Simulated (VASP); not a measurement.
AlC6:

```
Al C
1.0
     4.73179    0.00000    0.00000
     0.00000    4.73179    0.00000
     0.00000    0.00000    4.73179
Al C
1 6
Direct
  0.00000 0.00000 0.00000
  0.21000 0.50000 0.50000
  0.50000 0.21000 0.50000
  0.79000 0.50000 0.50000
  0.50000 0.79000 0.50000
  0.50000 0.50000 0.21000
  0.50000 0.50000 0.79000
```

The cell was built by a generator and needn't be a form met in nature.

The cell isn't the ideal one: species swapped into the SiB6 type (Pm-3m, No. 221).

| Quantity | Value |
| --- | --- |
| Program | VASP 6.6.1 |
| Task | relaxation of cell and atoms |
| Functional | PBE |
| Potentials or basis | VASP PAW PBE potentials, release 64 (Al, C) |
| Cutoff | 600 eV |
| k mesh | 4 × 4 × 4 |
| Occupations | gaussian, width 0.1 eV |
| Spin | no spin polarisation |

At the start: pressure -16.9 GPa; volume 15.13 Å³/atom.

Task: Where does the relaxation end?

Result: Over 20 steps the energy falls by 976.2 meV/atom and the volume is 8.44 Å³/atom (-44.3 %); space group Pm-3m (No. 221, to 0.05 Å).

Step by step:
```tsv
step	energy change (eV)	largest force (eV/Å)	pressure (GPa)	volume (Å³)
1	0.0000	1.2829	-16.94	105.94
2	-1.9368	1.3311	-10.21	83.25
3	-2.0301	2.9313	-5.55	77.46
4	-3.0502	4.4336	6.30	63.34
5	-1.6658	5.3508	117.24	42.93
6	-2.9302	5.7787	14.87	59.41
7	-3.2988	8.7530	41.81	50.73
8	-3.6388	8.0902	48.65	49.46
9	-3.8695	5.5639	66.54	47.11
10	-4.1844	5.2123	61.26	47.63
11	-4.9999	4.1990	46.96	49.24
12	-6.1180	2.5438	24.59	52.57
13	-6.8288	0.2463	-2.19	59.66
14	-6.8296	0.3076	-1.54	59.39
15	-6.8288	0.3694	-0.88	59.13
16	-6.8315	0.2218	-0.13	59.01
17	-6.8325	0.0736	0.63	58.89
18	-6.8325	0.0655	0.67	58.88
19	-6.8327	0.0528	0.57	58.92
20	-6.8332	0.0142	0.25	59.06
```

Final structure:
```cif
data_structure
_symmetry_space_group_name_H-M 'P 1'
_symmetry_Int_Tables_number 1
_cell_length_a 3.8943
_cell_length_b 3.8943
_cell_length_c 3.8943
_cell_angle_alpha 90.000
_cell_angle_beta 90.000
_cell_angle_gamma 90.000
_cell_volume 59.06
loop_
_atom_site_label
_atom_site_type_symbol
_atom_site_fract_x
_atom_site_fract_y
_atom_site_fract_z
_atom_site_occupancy
Al1 Al 0.00000 0.00000 0.00000 1
C1 C 0.17322 0.50000 0.50000 1
C2 C 0.50000 0.17322 0.50000 1
C3 C 0.82678 0.50000 0.50000 1
C4 C 0.50000 0.82678 0.50000 1
C5 C 0.50000 0.50000 0.17322 1
C6 C 0.50000 0.50000 0.82678 1
```

Caveat: the volume moved by over 15 % at a fixed basis, so the end points are rough.
